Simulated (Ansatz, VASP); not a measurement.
# Cu (Cu(111)) in two plane-wave programs

Aim: how closely do two programs agree when they are given the same cell, functional and k mesh? Of the first pair: The structure shown is the start of the Ansatz relaxation below; VASP solves that cell, so the two are compared at the walk's first step.

Main program and level: Ansatz 0.2.0; plane waves, with VASP 6.6.1 beside it; r2SCAN.

**1. Set-up**

The cell holds 4 atoms: 4 Cu. Its edges and angles: a = 2.553 Å, b = 2.553 Å, c = 24.253 Å, α = 90.0°, β = 90.0°, γ = 60.0°. Vacuum lies along c.

**2. Ansatz: relaxation, r2SCAN**

Ansatz runs on its default PAW (the set named soft_2) files.

The two programs are compared at the cell with which this relaxation starts, whose forces are those of its first step.

The input, input.yaml:

```yaml
crystal:
  lattice:
    - [2.5526554801, 0.0, 0.0]
    - [1.27632774, 2.2106644929, 0.0]
    - [0.0, 0.0, 24.2527034153]
  atoms:
    - { symbol: Cu, position: [0.0, 0.0, 0.3710926508] }
    - { symbol: Cu, position: [0.3333333333, 0.3333333333, 0.4570308836] }
    - { symbol: Cu, position: [0.6666666667, 0.6666666667, 0.5429691164] }
    - { symbol: Cu, position: [0.0, 0.0, 0.6289073492] }
kpoints:
  mp_grid: { grid: [13, 13, 1] }
hamiltonian:
  xc: r2scan
scf:
  occupations: { method: fermi_dirac, width: 0.1 }
  convergence: { dr2_threshold: 1.0e-08 }
efield:
  axis: 3
  dipole_correction: true
  ramp_position: 0.97
  ramp_width: 0.06
relax:
  f_tol: 0.02
  max_steps: 60
  constraints: [{ sites: [0, 1] }]
output:
  write_potential: true
  write_density: true
  volumetric_format: npy
```

Run with:

```sh
$ ansatz run input.yaml --threads 4 --pin off --max-ram 12288MiB --backend cpu --events-out ev --progress --plain --runs-dir out
```

Numbers of over 12 decimals in the logs are rounded to 6 here.

The program printed:

```text
Engine: ansatz 0.2.0, x86_64-unknown-linux-gnu
Pseudopotentials: kind: paw
Pseudopotential: Cu, paw, valence charge 19, recommended cutoff 500 eV (meta_gga), Cu.paw.azcp
Functional definition: r2SCAN
  parameter k0 = 0.174
  parameter k1 = 0.065
  parameter a1 = 4.9479
  exchange = r2scan_x(k0 = k0, k1 = k1, a1 = a1)
  correlation = r2scan_c
Crystal: 4 atoms, lattice volume = 136.860 Å³
Basis set: ecut = 500 eV, 3497 PW (Γ), exchange–correlation on 80×80×720 points (64 copies of the dense FFT grid, shifted against one another)
Bands: 46, of which v1, the nominal top of the filled ones, is band 38 counted from 1 (37 counted from 0)
Symmetry: 6 space group operations
k-points: 21 of 169 (time reversal used)
Non-local potential: Cu, projectors of the file, l = 0: 3, l = 1: 2, l = 2: 3, l = 3: 1
PAW form: soft (Blöchl's): semilocal exchange-correlation on the pseudo side does not see the compensation charge
PAW frozen core: Cu, regenerated for the run's functional (the file was generated under x = pbe(κ = 0.804, μ = 0.219515), c = pbe(β = 0.066725))
PAW one-centre angular grid: Cu, 590 points (default); XC on 160 Gauss nodes
Initial density: superposition of atomic densities (neutral atoms: chi_scale 0, normalization atom), corrected by the library's trained network
Initial wavefunctions: pseudopotential atomic-orbital guess
Functional: x = r2scan, c = r2scan; τ floored in thin density (d = 2e-4 eV/Å³)
SCF iter   1: F=—  HF=-26523.897994 eV  |F-HF|=—  |Δ(HF+E_count)|=         —  Δρ=2.50e-2  dr2=4.82e-1  dr2_τ=4.03e-3  ethr=1.77e-3  p=0.000 e·Å  D=3.70e-13 V/Å  ΔV_dip=-0.00 eV  dr2_dipole=1.99e-8  V_vac-E_F(+/−)=5.10/5.10 eV  ⟨swp⟩=8.3  Hψ=4270  notcnv=0  defer=13
efield: sawtooth ramp at fractional position 0.9700 (set: `efield.ramp_position`, or a place that a band, a saddle search or an elastic batch's reference lends), width 0.0600; the density the first Hamiltonian is built on has a dipole p = 0.000 e·Å; the dipole correction subtracts the counter field D = 3.70e-13 V/Å, which shifts the + side's vacuum level by -0.00 eV against the − side's; the planar-averaged density in the ramp window peaks in size at 2.1e-5 e/Å³
preconditioner: auto → LDOS  [metal: Δε(μ)=0.092 eV  Ē_g=9.007 eV  σ=0.100 eV  W_gap=0.22  n_scr=18 (ndim 8)  ℏωp=21.1 eV  f_vac=0.614  D(μ)=1.35/eV (n_scr^D=10)  β→1.0]
SCF iter   2: F=—  HF=-26524.649412 eV  |F-HF|=—  |Δ(HF+E_count)|=   7.51e-1  Δρ=6.88e-2  dr2=3.61e0  dr2_τ=1.79e-2  ethr=6.35e-4  p=0.000 e·Å  D=5.80e-6 V/Å  ΔV_dip=-0.00 eV  dr2_dipole=1.06e-7  V_vac-E_F(+/−)=4.56/4.56 eV  ⟨swp⟩=3.0  Hψ=2581  notcnv=0  defer=34  recentre
SCF iter   3: F=—  HF=-26523.839304 eV  |F-HF|=—  |Δ(HF+E_count)|=   8.10e-1  Δρ=8.30e-3  dr2=5.59e-2  dr2_τ=4.98e-4  ethr=6.35e-4  p=0.000 e·Å  D=7.93e-7 V/Å  ΔV_dip=-0.00 eV  dr2_dipole=2.35e-9  V_vac-E_F(+/−)=5.03/5.03 eV  ⟨swp⟩=3.0  Hψ=2418  notcnv=0  defer=33
SCF iter   4: F=—  HF=-26523.828310 eV  |F-HF|=—  |Δ(HF+E_count)|=   1.10e-2  Δρ=2.35e-3  dr2=5.28e-3  dr2_τ=2.51e-5  ethr=7.36e-5  p=-0.000 e·Å  D=-3.35e-6 V/Å  ΔV_dip=0.00 eV  dr2_dipole=6.06e-10  V_vac-E_F(+/−)=4.93/4.93 eV  ⟨swp⟩=2.0  Hψ=1628  notcnv=0  defer=33
SCF iter   5: F=—  HF=-26523.827553 eV  |F-HF|=—  |Δ(HF+E_count)|=   7.57e-4  Δρ=4.71e-4  dr2=8.14e-4  dr2_τ=3.11e-6  ethr=6.94e-6  p=-0.000 e·Å  D=-7.55e-7 V/Å  ΔV_dip=0.00 eV  dr2_dipole=9.29e-10  V_vac-E_F(+/−)=4.92/4.92 eV  ⟨swp⟩=2.0  Hψ=1437  notcnv=0  defer=33
SCF iter   6: F=—  HF=-26523.827673 eV  |F-HF|=—  |Δ(HF+E_count)|=   1.20e-4  Δρ=5.57e-4  dr2=2.68e-4  dr2_τ=2.61e-6  ethr=1.07e-6  p=0.000 e·Å  D=7.66e-7 V/Å  ΔV_dip=-0.00 eV  dr2_dipole=1.77e-10  V_vac-E_F(+/−)=4.86/4.86 eV  ⟨swp⟩=2.0  Hψ=1450  notcnv=0  defer=33
SCF iter   7: F=—  HF=-26523.827668 eV  |F-HF|=—  |Δ(HF+E_count)|=   5.71e-6  Δρ=1.58e-4  dr2=2.15e-5  dr2_τ=3.80e-7  ethr=3.52e-7  p=-0.000 e·Å  D=-1.66e-6 V/Å  ΔV_dip=0.00 eV  dr2_dipole=1.07e-12  V_vac-E_F(+/−)=4.86/4.86 eV  ⟨swp⟩=2.0  Hψ=1326  notcnv=0  defer=33
SCF iter   8: F=—  HF=-26523.827646 eV  |F-HF|=—  |Δ(HF+E_count)|=   2.13e-5  Δρ=5.80e-5  dr2=5.65e-6  dr2_τ=4.06e-8  ethr=2.83e-8  p=0.000 e·Å  D=1.60e-6 V/Å  ΔV_dip=-0.00 eV  dr2_dipole=1.68e-10  V_vac-E_F(+/−)=4.86/4.86 eV  ⟨swp⟩=2.0  Hψ=1397  notcnv=0  defer=33
SCF iter   9: F=—  HF=-26523.827641 eV  |F-HF|=—  |Δ(HF+E_count)|=   5.27e-6  Δρ=2.22e-5  dr2=8.58e-7  dr2_τ=7.36e-9  ethr=7.44e-9  p=-0.000 e·Å  D=-4.31e-6 V/Å  ΔV_dip=0.00 eV  dr2_dipole=3.27e-10  V_vac-E_F(+/−)=4.85/4.85 eV  ⟨swp⟩=2.1  Hψ=1471  notcnv=0  defer=33
SCF iter  10: F=—  HF=-26523.827641 eV  |F-HF|=—  |Δ(HF+E_count)|=   2.40e-8  Δρ=1.52e-5  dr2=2.03e-7  dr2_τ=1.90e-9  ethr=1.13e-9  p=0.000 e·Å  D=2.33e-6 V/Å  ΔV_dip=-0.00 eV  dr2_dipole=2.12e-10  V_vac-E_F(+/−)=4.86/4.86 eV  ⟨swp⟩=2.0  Hψ=1381  notcnv=0  defer=33
[...]
SCF iter   1: F=—  HF=-26523.839212 eV  |F-HF|=—  |Δ(HF+E_count)|=         —  Δρ=2.67e-6  dr2=6.80e-9  dr2_τ=4.78e-11  ethr=8.94e-12  p=0.001 e·Å  D=1.40e-3 V/Å  ΔV_dip=-0.03 eV  dr2_dipole=1.17e-12  V_vac-E_F(+/−)=4.82/4.86 eV  ⟨swp⟩=1.0  Hψ=3558  notcnv=0
efield: sawtooth ramp at fractional position 0.9700 (kept from the solve that this one continues, or follows in the run), width 0.0600; the density the first Hamiltonian is built on has a dipole p = 0.001 e·Å; the dipole correction subtracts the counter field D = 1.40e-3 V/Å, which shifts the + side's vacuum level by -0.03 eV against the − side's; the planar-averaged density in the ramp window peaks in size at 3.4e-7 e/Å³
preconditioner: auto → LDOS  [metal: Δε(μ)=0.066 eV  Ē_g=8.881 eV  σ=0.100 eV  W_gap=0.16  n_scr=18 (ndim 8)  ℏωp=21.1 eV  f_vac=0.619  D(μ)=1.53/eV (n_scr^D=10)  β→1.0]
SCF iter   2: F=—  HF=-26523.839212 eV  |F-HF|=—  |Δ(HF+E_count)|=   1.03e-8  Δρ=7.69e-6  dr2=4.80e-8  dr2_τ=2.25e-10  ethr=8.94e-12  p=0.001 e·Å  D=1.40e-3 V/Å  ΔV_dip=-0.03 eV  dr2_dipole=6.14e-10  V_vac-E_F(+/−)=4.82/4.86 eV  ⟨swp⟩=9.8  Hψ=6587  notcnv=0  recentre
iter 3 met the thresholds in force, and the SCF goes on: an eigenvalue changes by 7.10 meV, over its tolerance of 3.16 meV (output.eigenvalues, Limitations)
SCF iter   3: F=-26523.839212 eV  HF=-26523.839212 eV  |F-HF|=8.40e-10  |Δ(HF+E_count)|=   9.68e-9  Δρ=3.15e-7  dr2=2.77e-10  dr2_τ=1.90e-12  ethr=8.94e-12  p=0.001 e·Å  D=1.40e-3 V/Å  ΔV_dip=-0.03 eV  dr2_dipole=1.02e-11  V_vac-E_F(+/−)=4.82/4.86 eV  ⟨swp⟩=7.2  Hψ=6491  notcnv=0
iter 4 met the thresholds in force, and the SCF goes on: an eigenvalue changes by 3.98 meV, over its tolerance of 3.16 meV (output.eigenvalues, Limitations)
SCF iter   4: F=-26523.839212 eV  HF=-26523.839212 eV  |F-HF|=2.91e-11  |Δ(HF+E_count)|=  9.93e-10  Δρ=3.06e-7  dr2=9.42e-11  dr2_τ=6.87e-13  ethr=1.00e-12  p=0.001 e·Å  D=1.40e-3 V/Å  ΔV_dip=-0.03 eV  dr2_dipole=2.75e-12  V_vac-E_F(+/−)=4.82/4.86 eV  ⟨swp⟩=6.0  Hψ=5564  notcnv=0
Mixer restart at iter 4: flushing history
SCF iter   5: F=-26523.839212 eV  HF=-26523.839212 eV  |F-HF|=2.78e-8  |Δ(HF+E_count)|=   1.22e-9  Δρ=2.01e-6  dr2=2.02e-8  dr2_τ=1.76e-11  ethr=1.00e-12  p=0.001 e·Å  D=1.40e-3 V/Å  ΔV_dip=-0.03 eV  dr2_dipole=7.36e-9  V_vac-E_F(+/−)=4.82/4.86 eV  ⟨swp⟩=2.0  Hψ=1695  notcnv=0  κ⁻¹=1.0e0(r=1)
SCF iter   6: F=-26523.839212 eV  HF=-26523.839212 eV  |F-HF|=7.29e-9  |Δ(HF+E_count)|=  8.11e-10  Δρ=1.08e-6  dr2=5.34e-9  dr2_τ=5.24e-12  ethr=1.00e-12  p=0.001 e·Å  D=1.40e-3 V/Å  ΔV_dip=-0.03 eV  dr2_dipole=2.02e-9  V_vac-E_F(+/−)=4.82/4.86 eV  ⟨swp⟩=6.2  Hψ=5699  notcnv=0
SCF 4 converged in 6 iterations: F = -26523.839212 eV  dr2 = 5.34e-9
NSCF: frozen V_eff on 21 k-points
the band table was solved once a step of the walk had ended and its energy, with any forces and stress, was formed, with the checks that follow a solve (4505 applications of the Hamiltonian). They found nothing against the state; the energy, forces and stress were not computed again (output.eigenvalues in the input reference)
WARN: The output density's exchange-correlation potential varies sharply where the density is thin. Do not read a vacuum level from v_tot or v_xc, or from such a field of the output density. On a cell that repeats whose density bears no net charge and no dipole along the vacuum's axis use v_es (v_loc + v_h of the components); under efield.dipole_correction with no amplitude use v_es + v_field, which holds any externa [...]
SCF converged after 6 iterations
an eigenvalue changed by more than its tolerance at an iteration that met the thresholds in force, so the SCF went on 2 times, its first undamped step at iteration 4: the last check found none over its tolerance
Free energy (F): -26523.839212 eV
Harris-Foulkes:  -26523.839212 eV  (|F-HF|=7.29e-9)
Internal energy: -26523.790194 eV  (E = F + TS)
E sigma→0 (E₀):  -26523.814703 eV
Entropy (-TS):   -0.049019 eV (-12.255 meV/atom)
Fermi energy:    2.587771 eV
Dipole field:    D = 0.001472 V/Å  (p = 0.001114 e·Å, saw-weighted, corrected)
Work function:   Φ+ = 4.8215 eV   Φ− = 4.8572 eV
Levels:          The Fermi level and band energies are counted from a zero that moves with the ramp; work functions are not
--- Per-component energies (eV) ---
  E_band       = -2596.669020
  E_kinetic    = 1198.002255
  E_local      = -184378.408347  (includes V_loc(G=0)·N_el)
  E_nonlocal   = 1586.979103
  E_hartree    = 90715.253511
  E_xc         = -332.429307
  E_vxc        = -494.825209  (∫ρ·V_xc dr)
  E_paw        = -6717.975201  (= ΣΔE_a)
  E_vpaw       = -1974.745971  (= ΣTr[D̂ρ^β])
  E_aug_tail   = 0.000574  (compensation charges beyond the density's cutoff)
  E_vtau       = 35.815065  (kinetic-family band-sum trace: ∫τ·v_τ [+ j·A + Jᵃ·Aᵃ] dr)
  E_efield     = 0.000001  (sawtooth field / dipole correction)
  E_vefield    = 0.004097  (∫n·V_field dr)
  E_ewald      = 71405.991650
  E_core_change = -1.204432  (= ΣΔE_core)
  E_smearing   = -0.049019  (= −TS)
  E_closure    = -0.000000  (closes the sum)
  Σ components = -26523.839212   (vs F -26523.839212, Δ=0.00e0)
--- Forces (eV/Å), atoms counted from 1 ---
  atom   1  Cu     0.00000000    -0.00000000     0.23661138
  atom   2  Cu    -0.00000000     0.00000000    -0.24244230
  atom   3  Cu    -0.00000000     0.00000000    -0.00570730
  atom   4  Cu    -0.00000000    -0.00000000     0.01154276
  max |Σ_I F_I| component: 4.55e-6 eV/Å
--- Band table (eV; the first three rows and the last of 21) ---
  k-point 0: bands = [... 34 lower, 0.4536, 0.8074, 0.8074, 0.9367, 0.9367, 1.4059, 2.4392, 7.1304, ... 4 higher]
  k-point 1: bands = [... 34 lower, 0.4973, 0.6035, 0.7519, 0.8040, 0.9385, 1.7929, 2.9228, 7.2873, ... 4 higher]
  k-point 2: bands = [... 34 lower, 0.4295, 0.4776, 0.7947, 0.9432, 0.9665, 2.4890, 3.9577, 7.7567, ... 4 higher]
  k-point 20: bands = [... 34 lower, 0.8517, 0.9051, 4.8560, 5.8377, 6.8945, 7.3028, 7.4843, 8.5146, ... 4 higher]
--- Relaxed structure (3 steps of the walk, 3 accepted, 0 SCFs on fresh bases) ---
  F+E_penalty+E_count = -26523.83921204 eV   max|allowed force component| = 1.153e-2 eV/Å
  atoms:
    - { symbol: Cu, position: [0.0, 0.0, 0.3710926508] }
    - { symbol: Cu, position: [0.333333, 0.333333, 0.4570308836] }
    - { symbol: Cu, position: [0.666667, 0.666667, 0.541237] }
    - { symbol: Cu, position: [-4.5398591793590046e-18, 0, 0.624603] }
```

**3. VASP: single point, r2SCAN, start cell, pair 1**

The same cell, functional, mesh and smearing now go to VASP, with its own data sets.

Lines of VASP's logs that name or quote its potential files are left out, and so is its time.

The input, INCAR:

```
SYSTEM = Cu
PREC = Accurate
ENCUT = 580
EDIFF = 1E-06
NELM = 120
ISMEAR = -1
SIGMA = 0.1
LREAL = .FALSE.
ALGO = Normal
METAGGA = R2SCAN
LASPH = .TRUE.
NBANDS = 28
LORBIT = 11
LWAVE = .FALSE.
LCHARG = .FALSE.
ISIF = 2
LDIPOL = .TRUE.
IDIPOL = 3
DIPOL = 0.5 0.5 0.5
LVHAR = .TRUE.
GGA_COMPAT = .FALSE.
NELMDL = -8
LMIXTAU = .TRUE.
KPAR = 4
```

The input, POSCAR:

```
Cu
1.0
    2.5526554801      0.0000000000      0.0000000000
    1.2763277400      2.2106644929      0.0000000000
    0.0000000000      0.0000000000     24.2527034153
Cu
4
Direct
    0.0000000000      0.0000000000      0.3710926593
    0.3333333333      0.3333333333      0.4570308728
    0.6666666667      0.6666666667      0.5429691272
    0.0000000000      0.0000000000      0.6289073407
```

The input, KPOINTS:

```
Automatic mesh
0
Gamma
13 13 1
0 0 0
```

PAW data sets: Cu (PBE family, release 64).

Run with:

```sh
$ mpirun -np 4 vasp_std
```

The program printed:

```text
[banner, memory and clock lines left out]
running    4 mpi-ranks, on    1 nodes
 distrk:  each k-point on    1 cores,    4 groups
 distr:  one band on    1 cores,    1 groups

 POSCAR found type information on POSCAR Cu
 POSCAR found :  1 types and       4 ions
|                                                                             |
|               ----> ADVICE to this user running VASP <----                  |
|                                                                             |
|     You enforced a specific xc type in the INCAR file but a different       |
|     [... a line on the potential file left out ...]
|     I HOPE YOU KNOW WHAT YOU ARE DOING!                                     |
|                                                                             |

 LDA part: xc-table for (None), standard interpolation
 POSCAR, INCAR and KPOINTS ok, starting setup
 FFT: planning ... GRIDC
 FFT: planning ... GRID_SOFT
 FFT: planning ... GRID
 WAVECAR not read
 entering main loop
       N       E                     dE             d eps       ncg     rms          rms(c)
DAV:   1     0.342744509798E+03    0.34274E+03   -0.20990E+04  1176   0.210E+03
DAV:   2    -0.228893669595E+02   -0.36563E+03   -0.35390E+03  1176   0.393E+02
DAV:   3    -0.514505982905E+02   -0.28561E+02   -0.27173E+02  1284   0.168E+02
DAV:   4    -0.524346197905E+02   -0.98402E+00   -0.97941E+00  1292   0.377E+01
DAV:   5    -0.524589953269E+02   -0.24376E-01   -0.24371E-01  1384   0.485E+00
DAV:   6    -0.524601501089E+02   -0.11548E-02   -0.11547E-02  1568   0.915E-01
DAV:   7    -0.524602000172E+02   -0.49908E-04   -0.49908E-04  1572   0.163E-01
DAV:   8    -0.524602018619E+02   -0.18448E-05   -0.18448E-05  1284   0.261E-02    0.154E+01
DAV:   9    -0.483749594270E+02    0.40852E+01   -0.47267E+01  1296   0.144E+02    0.924E+00
DAV:  10    -0.460757649567E+02    0.22992E+01   -0.85898E+00  1312   0.617E+01    0.886E-01
[... 98 further cycles ...]
DAV: 109    -0.422147251622E+02   -0.40439E-04   -0.14727E-06   840   0.145E-02    0.511E-03
DAV: 110    -0.422147681357E+02   -0.42973E-04   -0.38547E-06  1032   0.172E-02    0.552E-03
DAV: 111    -0.422147835973E+02   -0.15462E-04   -0.92447E-07   924   0.104E-02    0.507E-03
DAV: 112    -0.422148311228E+02   -0.47526E-04   -0.33869E-06  1056   0.159E-02    0.520E-03
DAV: 113    -0.422148099630E+02    0.21160E-04   -0.13067E-06   848   0.109E-02    0.462E-03
DAV: 114    -0.422147911050E+02    0.18858E-04   -0.97986E-07   840   0.986E-03    0.404E-03
DAV: 115    -0.422147965053E+02   -0.54003E-05   -0.20413E-07   816   0.479E-03    0.411E-03
DAV: 116    -0.422147950162E+02    0.14891E-05   -0.33701E-08   692   0.207E-03    0.408E-03
DAV: 117    -0.422147814211E+02    0.13595E-04   -0.47358E-07   840   0.678E-03    0.410E-03
DAV: 118    -0.422147813030E+02    0.11813E-06   -0.19746E-08   788   0.232E-03
   1 F= -.42214781E+02 E0= -.42190585E+02  d E =-.483936E-01
```

Parts of OUTCAR (step 3):

```text
ion  position               nearest neighbor table
   1  0.000  0.000  0.371-   2 2.55   2 2.55   2 2.55
   2  0.333  0.333  0.457-   1 2.55   1 2.55   1 2.55   3 2.55   3 2.55   3 2.55
   3  0.667  0.667  0.543-   4 2.55   4 2.55   4 2.55   2 2.55   2 2.55   2 2.55
   4  0.000  0.000  0.629-   3 2.55   3 2.55   3 2.55

  LATTYP: Found a hexagonal cell.
 ALAT       =     2.5526554801
 C/A-ratio  =     9.5009701091

 Subroutine GETGRP returns: Found 12 space group operations
 (whereof 12 operations were pure point group operations)

The static configuration has the point symmetry D_3d.

 Found     21 irreducible k-points:

   k-points           NKPTS =     21   k-points in BZ     NKDIM =     21   number of bands    NBANDS=     28

   dimension x,y,z NGX =    20 NGY =   20 NGZ =  192
   dimension x,y,z NGXF=    40 NGYF=   40 NGZF=  384

   ENCUT  =  580.0 eV  42.63 Ry    6.53 a.u.   5.01  5.01 47.62*2*pi/ulx,y,z

   NELECT =      44.0000    total number of electrons

 k-points in reciprocal lattice and weights: Automatic mesh
   0.00000000  0.00000000  0.00000000       0.006
   0.07692308 -0.00000000  0.00000000       0.036
   0.15384615  0.00000000  0.00000000       0.036
   0.23076923 -0.00000000  0.00000000       0.036
   0.30769231  0.00000000  0.00000000       0.036
   0.38461538 -0.00000000  0.00000000       0.036
   0.46153846 -0.00000000  0.00000000       0.036
   0.15384615  0.07692308  0.00000000       0.036
   0.23076923  0.07692308  0.00000000       0.071
[...]
-0.38461538  0.23076923  0.00000000       0.036
  -0.38461538  0.30769231  0.00000000       0.036

 dipolmoment           0.000000      0.000000      0.000000 electrons x Angstroem

 average (electrostatic) potential at core
       1 -76.9780       2 -77.2981       3 -77.2981       4 -76.9780

 E-fermi :  -0.5787

 k-point     1 :       0.0000    0.0000    0.0000
  band No.  band energies     occupation
    ...
     21      -2.3664      2.00000
     22      -2.2567      2.00000
     23      -2.2567      2.00000
     24      -1.7674      1.99999
     25      -0.7547      1.70641
     26       3.9568      0.00000
     27       4.1868      0.00000
     28       4.9817      0.00000

 k-point     2 :       0.0769   -0.0000    0.0000
  band No.  band energies     occupation
    ...
     20      -2.5680      2.00000
     21      -2.4333      2.00000
     22      -2.3704      2.00000
     23      -2.2556      2.00000
     24      -1.3923      1.99941
     25      -0.2793      0.09538
     26       4.1102      0.00000
     27       4.3711      0.00000
     28       5.1649      0.00000

 k-point     3 :       0.1538    0.0000    0.0000
  band No.  band energies     occupation
    ...
     20      -2.6910      2.00000
     21      -2.3814      2.00000
     22      -2.2526      2.00000
     23      -2.2156      2.00000
     24      -0.7140      1.58917
     25       0.7457      0.00000
     26       4.5708      0.00000
     27       4.9237      0.00000
     28       5.7145      0.00000

  Total       -2.3346041     -2.3346041     -1.2795770      0.0000000      0.0000000      0.0000000
  in kB      -27.3305659    -27.3305659    -14.9796548      0.0000000      0.0000000      0.0000000
  external PRESSURE =     -23.2135955 kB  Pullay stress =       0.0000000 kB

  energy-cutoff  :      580.00
  volume of cell :      136.86
      direct lattice vectors                 reciprocal lattice vectors
     2.552655480  0.000000000  0.000000000     0.391748909 -0.226176338  0.000000000
     1.276327740  2.210664493  0.000000000     0.000000000  0.452352676  0.000000000
     0.000000000  0.000000000 24.252703415     0.000000000  0.000000000  0.041232517

 POSITION                                       TOTAL-FORCE (eV/Angst)
 -----------------------------------------------------------------------------------
      0.00000      0.00000      9.00000        -0.000000      0.000000      0.225337
      1.27633      0.73689     11.08423         0.000000      0.000000     -0.057599
      2.55266      1.47378     13.16847        -0.000000     -0.000000      0.057599
      0.00000      0.00000     15.25270        -0.000000     -0.000000     -0.225337
 -----------------------------------------------------------------------------------
    total drift:                                0.000000     -0.000000      0.000000

  FREE ENERGIE OF THE ION-ELECTRON SYSTEM (eV)
  ---------------------------------------------------
  free  energy   TOTEN  =       -42.2147813030 eV

  energy  without entropy=      -42.1663877182  energy(sigma->0) =      -42.19058451

 vacuum level on the upper side and lower side of the slab         4.264         4.264

 total charge
# of ion       s       p       d       tot
------------------------------------------
    1        0.463   0.308   9.205   9.975
    2        0.454   0.394   9.201  10.049
    3        0.454   0.394   9.201  10.049
    4        0.463   0.308   9.205   9.975
--------------------------------------------------
tot          1.833   1.404  36.811  40.048

[... 3 further parts left out ...]
```

[end of part 1 of 2]

[Lines on the potential files, build, host, timing and source positions are cut from VASP's logs without a mark.]

[Logs are printed without paths, hosts, clocks, repeated set-up lines and the standing remarks that a program may print on its own settings, such as how far it seeks lower states.]

[Hosts, paths, dates, database ids (printed as entryN), source tags and the programs' standing remarks are cut or masked in the printed files.]
